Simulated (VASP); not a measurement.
Input of a VASP 6.6.1 run:

Contents of INCAR:

```
SYSTEM = NaAsF6
PREC = Accurate ; ENCUT = 600
EDIFF = 1E-7 ; ISMEAR = 0
SIGMA = 0.05 ; LREAL = .FALSE.
LASPH = .TRUE. ; NELM = 80
ALGO = Normal ; ISIF = 3
LWAVE = .FALSE. ; LCHARG = .FALSE.
METAGGA = SCAN ; LMIXTAU = .TRUE.
IBRION = 2 ; NSW = 40
EDIFFG = -0.005
```

KPOINTS

```
Automatic mesh
0
G
  6 6 6
  0 0 0
```

File POSCAR:

```
NaAsF6
1.0
    0.0000000000      3.9830493200      3.9830493200
    3.9830493200      0.0000000000      3.9830493200
    3.9830493200      3.9830493200      0.0000000000
As Na F
1 1 6
Direct
    0.0000000000      0.0000000000      0.0000000000
    0.5000000000      0.5000000000      0.5000000000
    0.2183701200      0.7816298800      0.7816298800
    0.7816298800      0.2183701200      0.7816298800
    0.2183701200      0.2183701200      0.7816298800
    0.7816298800      0.2183701200      0.2183701200
    0.2183701200      0.7816298800      0.2183701200
    0.7816298800      0.7816298800      0.2183701200
```

Potentials or basis: VASP PAW PBE potentials, release 64 (As, Na_pv, F).

Run with:

```bash
$ cat potpaw_PBE.64/As/POTCAR potpaw_PBE.64/Na_pv/POTCAR potpaw_PBE.64/F/POTCAR > POTCAR
$ mpirun -np 1 vasp_std > vasp.out
```

(1) Predict the space group after relaxing (to 0.05 Å).

(2) Predict the relaxed volume.

## Answers

(1) Fm-3m (No. 225).

(2) 15.63 Å³/atom.

Caveat: the PAW data sets were made with another functional, which shifts forces and pressure a little.
